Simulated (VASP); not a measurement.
```
CELL_PARAMETERS angstrom
      0.00000     1.80500     1.80500
      1.80500     0.00000     1.80500
      1.80500     1.80500     0.00000
ATOMIC_POSITIONS crystal
  Cu 0.00000 0.00000 0.00000
```

Level of theory: AM05 GGA, VASP's PBE PAW potentials (set 64) (plane waves; VASP 6.6.1). Numerical set-up: 520 eV cut-off, 16×16×16 Γ-centred mesh, first-order Methfessel-Paxton smearing of 0.10 eV, potentials Cu.

Energy and stress use the plane-wave basis of the starting cell.

**Question.** The ions, cell shape and volume are relaxed. Predict the relaxed structure.

**Answer.** 
```
CELL_PARAMETERS angstrom
      0.00000     1.78363     1.78363
      1.78363     0.00000     1.78363
      1.78363     1.78363     0.00000
ATOMIC_POSITIONS crystal
  Cu 0.00000 0.00000 0.00000
```
Space group Fm-3m (225), at a tolerance of 0.03 Å.

**Question.** How do energy and volume change from the first to the last step?

**Answer.** The energy (σ→0) changes by -7.2 meV/atom and the volume by -3.5 %, in 3 ionic steps.

The compound is Cu in the fcc structure. This run relaxes it. Symmetry was kept, so distortions that lower it aren't found.
